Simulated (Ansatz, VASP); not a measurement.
# Hf7Al10O29 (amorphous 58HfO2-42Al2O3 (mol %)): VASP beside Ansatz, part 2 of 2

Aim: how closely do two programs agree when they are given the same cell, functional and k mesh? The cell is taken from a series of runs on this material, whose earlier steps may have relaxed, scaled, displaced or heated it; both programs get it as it stands.

VASP 6.6.1 and Ansatz 0.2.0.

So far. Step 3 (VASP: single point, PBE, pair 1): The run ends at a pressure of -3.73 GPa, with forces up to 2.7 eV/Å.

**5. Ansatz: single point, PBE, pair 2**

Level of this step: Ansatz beside VASP: Kohn-Sham DFT, plane waves, PBE (Ansatz).

A single point gives forces, pressure and levels at one fixed geometry, so differences don't come from the geometry; what else differs is listed under the comparison. The cell compared in this pair holds 1098.97 Å³, against 1130.81 Å³ for the pair before.

The cell is taken from a series of runs on this material, whose earlier steps may have relaxed, scaled, displaced or heated it; both programs get it as it stands.

The input, input.yaml:

```yaml
crystal:
  lattice:
    - [10.15375, 0.14794, -0.1799]
    - [0.14794, 10.40767, -0.10844]
    - [-0.1799, -0.10844, 10.4058]
  atoms:
    - { symbol: Hf, position: [0.5826, 0.00871, 0.00377] }
    - { symbol: Hf, position: [0.37245, 0.66592, 0.48142] }
    - { symbol: Hf, position: [0.88536, 0.12407, 0.47437] }
    - { symbol: Hf, position: [0.84466, 0.6564, 0.36019] }
    - { symbol: Hf, position: [0.36603, 0.81401, 0.20207] }
    - { symbol: Hf, position: [0.35099, 0.88737, 0.75472] }
    - { symbol: Hf, position: [0.60339, 0.43067, 0.50754] }
    - { symbol: Hf, position: [0.55031, 0.14989, 0.65105] }
    - { symbol: Hf, position: [0.60526, 0.36422, 0.93366] }
    - { symbol: Hf, position: [0.09542, 0.4225, 0.519] }
    - { symbol: Hf, position: [0.63512, 0.90533, 0.35067] }
    - { symbol: Hf, position: [0.36178, 0.59497, 0.97131] }
    - { symbol: Hf, position: [0.37535, 0.31683, 0.35094] }
    - { symbol: Hf, position: [0.00628, 0.95247, 0.72527] }
    - { symbol: Al, position: [0.22328, 0.14016, 0.57033] }
    - { symbol: Al, position: [0.29718, 0.33777, 0.78579] }
    - { symbol: Al, position: [0.88686, 0.11117, 0.19321] }
    - { symbol: Al, position: [0.17209, 0.12273, 0.25009] }
    - { symbol: Al, position: [0.696, 0.87878, 0.62554] }
    - { symbol: Al, position: [0.56377, 0.66829, 0.75461] }
    - { symbol: Al, position: [0.83215, 0.7639, 0.90977] }
    - { symbol: Al, position: [0.07821, 0.52209, 0.89467] }
    - { symbol: Al, position: [0.14639, 0.55315, 0.22604] }
    - { symbol: Al, position: [0.87934, 0.61406, 0.66815] }
    - { symbol: Al, position: [0.71857, 0.35098, 0.26115] }
    - { symbol: Al, position: [0.09992, 0.72642, 0.53676] }
    - { symbol: Al, position: [0.10505, 0.81625, 0.98093] }
    - { symbol: Al, position: [0.88079, 0.48919, 0.07893] }
    - { symbol: Al, position: [0.36737, 0.25823, 0.04052] }
    - { symbol: Al, position: [0.65716, 0.70477, 0.08477] }
[... 56 atom lines left out ...]
    - { symbol: O, position: [0.47043, 0.29911, 0.78477] }
    - { symbol: O, position: [0.83279, 0.99388, 0.61296] }
    - { symbol: O, position: [0.76622, 0.29178, 0.83486] }
    - { symbol: O, position: [0.35881, 0.06767, 0.65554] }
    - { symbol: O, position: [0.30628, 0.21534, 0.18652] }
    - { symbol: O, position: [0.25092, 0.81466, 0.57494] }
kpoints:
  mp_grid: { grid: [1, 1, 1] }
hamiltonian:
  xc: pbe
scf:
  occupations: { method: fermi_dirac, width: 0.025 }
output:
  forces: true
  stress: true
  populations: true
  dos:
    method: { smearing: { sigma: 0.08 } }
    de: 0.05
    projected: { site_lists: { Al: [Al], Hf: [Hf], O: [O] } }
  eigenvalues: true
  write_density: true
  write_potential: true
  volumetric_format: npy
```

Started as:

```sh
ansatz run input.yaml --threads 4 --pin off --max-ram 8192MiB --backend cpu --events-out ev --progress --plain --runs-dir out
```

Numbers of over 12 decimals in the logs are rounded to 6 here.

What it wrote:

```text
[...]
Crystal: 92 atoms, lattice volume = 1098.974 Å³
Basis set: ecut = 420 eV, 21499 PW (Γ), exchange–correlation on 144×144×144 points (8 copies of the dense FFT grid, shifted against one another)
Bands: 478, of which v1, the nominal top of the filled ones, is band 386 counted from 1 (385 counted from 0)
Symmetry: 1 space group operations
[...]
k-points: 1
[...]
--- Löwdin populations: 92 sites ---
  site symbol       q [e]
     0     Hf     24.4948
     1     Hf     24.4885
     2     Hf     24.3947
     3     Hf     24.4485
     4     Hf     24.5067
     5     Hf     24.4856
     6     Hf     24.4957
     7     Hf     24.4572
[...]
88      O      6.7560
    89      O      6.7616
    90      O      6.7927
    91      O      6.7787
  spilling = 0.004437 (of n_electrons = 772.000000)
[key lines of the parts left out:]
SCF converged after 10 iterations
Free energy (F): -263898.477548 eV
Fermi energy:    10.446173 eV
P = ⅓ Tr σ = -0.0089 GPa (-0.089 kbar)
```

**6. VASP: single point, PBE, pair 2**

The same cell, functional, mesh and smearing now go to VASP, with its own data sets.

The input, INCAR:

```
SYSTEM = Hf7Al10O29
PREC = Accurate
ENCUT = 600
EDIFF = 1E-06
NELM = 120
ISMEAR = -1
SIGMA = 0.025
LREAL = Auto
ALGO = Normal
GGA = PE
NBANDS = 344
LASPH = .TRUE.
LORBIT = 11
LWAVE = .FALSE.
LCHARG = .FALSE.
ISIF = 2
GGA_COMPAT = .FALSE.
EFERMI = MIDGAP
NCORE = 2
```

The input, POSCAR:

```
Hf7Al10O29
1.0
   10.1537500000      0.1479400000     -0.1799000000
    0.1479400000     10.4076700000     -0.1084400000
   -0.1799000000     -0.1084400000     10.4058000000
Hf Al O
14 20 58
Direct
    0.5826000000      0.0087100000      0.0037700000
    0.3724500000      0.6659200000      0.4814200000
    0.8853600000      0.1240700000      0.4743700000
    0.8446600000      0.6564000000      0.3601900000
    0.3660300000      0.8140100000      0.2020700000
    0.3509900000      0.8873700000      0.7547200000
    0.6033900000      0.4306700000      0.5075400000
    0.5503100000      0.1498900000      0.6510500000
    0.6052600000      0.3642200000      0.9336600000
    0.0954200000      0.4225000000      0.5190000000
    0.6351200000      0.9053300000      0.3506700000
    0.3617800000      0.5949700000      0.9713100000
    0.3753500000      0.3168300000      0.3509400000
    0.0062800000      0.9524700000      0.7252700000
    0.2232800000      0.1401600000      0.5703300000
    0.2971800000      0.3377700000      0.7857900000
    0.8868600000      0.1111700000      0.1932100000
    0.1720900000      0.1227300000      0.2500900000
    0.6960000000      0.8787800000      0.6255400000
    0.5637700000      0.6682900000      0.7546100000
    0.8321500000      0.7639000000      0.9097700000
    0.0782100000      0.5220900000      0.8946700000
    0.1463900000      0.5531500000      0.2260400000
    0.8793400000      0.6140600000      0.6681500000
    0.7185700000      0.3509800000      0.2611500000
    0.0999200000      0.7264200000      0.5367600000
    0.1050500000      0.8162500000      0.9809300000
    0.8807900000      0.4891900000      0.0789300000
    0.3673700000      0.2582300000      0.0405200000
    0.6571600000      0.7047700000      0.0847700000
[... 56 atom lines left out ...]
    0.4704300000      0.2991100000      0.7847700000
    0.8327900000      0.9938800000      0.6129600000
    0.7662200000      0.2917800000      0.8348600000
    0.3588100000      0.0676700000      0.6555400000
    0.3062800000      0.2153400000      0.1865200000
    0.2509200000      0.8146600000      0.5749400000
```

The input, KPOINTS:

```
Automatic mesh
0
Gamma
1 1 1
0 0 0
```

Potentials, in the order of the species: Hf_pv, Al and O (PBE family, release 64).

Started as:

```sh
mpirun -np 8 vasp_gam
```

What it wrote:

```text
[... set-up lines as in an earlier step ...]
 entering main loop
       N       E                     dE             d eps       ncg     rms          rms(c)
DAV:   1     0.531935965475E+04    0.53194E+04   -0.36530E+05   696   0.181E+03
DAV:   2    -0.451530515796E+03   -0.57709E+04   -0.55490E+04   848   0.446E+02
DAV:   3    -0.911597632713E+03   -0.46007E+03   -0.45639E+03   800   0.119E+02
DAV:   4    -0.921621095307E+03   -0.10023E+02   -0.99725E+01   824   0.190E+01
[...]
DAV:  17    -0.788263934950E+03    0.29885E-06   -0.65249E-05   776   0.187E-02    0.141E-02
DAV:  18    -0.788263936122E+03   -0.11723E-05   -0.90105E-06   752   0.761E-03    0.701E-03
DAV:  19    -0.788263936377E+03   -0.25453E-06   -0.21708E-06   552   0.448E-03
   1 F= -.78826394E+03 E0= -.78826394E+03  d E =0.000000E+00
```

Parts of OUTCAR (step 6):

```text
  FREE ENERGIE OF THE ION-ELECTRON SYSTEM (eV)
  ---------------------------------------------------
  free  energy   TOTEN  =      -788.2639363769 eV

  energy  without entropy=     -788.2639363769  energy(sigma->0) =     -788.26393638
```

The run ends at a pressure of -1.57 GPa, with forces up to 0.19 eV/Å.

**7. Comparison**

What differs besides the data sets and the points named for the pairs above, as far as they apply: the data sets hold 772 valence electrons in Ansatz (on its default PAW (the set named soft_2) files) and 548 in VASP; the cutoff is 420 eV in Ansatz and 600 eV in VASP (PREC = Accurate, projectors in real space). Total energies have different zeros and are not compared.

Compared:

| quantity | Ansatz | VASP | difference |
| --- | --- | --- | --- |
| pressure (GPa) | -0.01 | -1.57 | +1.57 |
| gap on the k mesh (eV) | 3.921 | 3.904 | +0.017 |

Forces on 7 of the 92 atoms, those with the largest forces and the largest differences (eV/Å; atoms numbered as in POSCAR):

| atom | Ansatz x, y, z | VASP x, y, z |
| --- | --- | --- |
| O38 | -0.006, 0.002, 0.004 | -0.167, 0.041, 0.085 |
| O61 | 0.004, -0.003, -0.005 | 0.036, -0.016, -0.171 |
| O73 | -0.002, -0.002, 0.002 | 0.048, 0.003, 0.178 |
| O77 | -0.005, -0.002, -0.006 | -0.182, 0.033, -0.041 |
| O83 | -0.004, -0.005, 0.003 | 0.135, -0.071, 0.103 |
| O85 | 0.001, 0.003, -0.005 | 0.067, 0.123, -0.124 |
| O88 | 0.007, -0.011, 0.006 | 0.163, 0.055, -0.012 |

The forces differ by 60 meV/Å r.m.s., where the r.m.s. force is 0.006 eV/Å in Ansatz and 0.061 eV/Å in VASP: the atoms lie near their places of rest in Ansatz, so a percentage would say little (all taken over all components). A gap on the mesh is an upper bound, since the band edges may lie between its points; neither run holds spin-orbit coupling, which can move the band edges of a compound of Hf.

**8. Summary of results**

| Quantity | Value |
| --- | --- |
| r.m.s. force difference (single point, PBE, pair 1) | 11 % of the r.m.s. force |
| r.m.s. force difference (single point, PBE, pair 2) | 60 meV/Å |
| difference in pressure (single point, PBE, pair 2) | 1.6 GPa |

In words: The r.m.s. force difference is 60 meV/Å (single point, PBE, pair 2), beyond the 12 meV/Å picked in this series as the mark of a large difference. The data sets hold unlike numbers of valence electrons (772 in Ansatz and 548 in VASP), so part of the differences comes from the potentials. What causes the difference of the single point, PBE, pair 1 pair stays open here. By the marks of this series, far apart in the single point, PBE, pair 2 pair: the r.m.s. force difference, 60 meV/Å and the difference in pressure, 1.6 GPa. What causes the difference of the single point, PBE, pair 2 pair stays open here. Such differences can come from data sets, numerical settings and the points named under the comparisons, not from the functional's error against experiment.

[Lines on the potential files, build, host, timing and source positions are cut from VASP's logs without a mark.]

[Logs are printed without paths, hosts, clocks, repeated set-up lines and the standing remarks that a program may print on its own settings, such as how far it seeks lower states.]

[Hosts, paths, dates, database ids (printed as entryN), source tags and the programs' standing remarks are cut or masked in the printed files.]
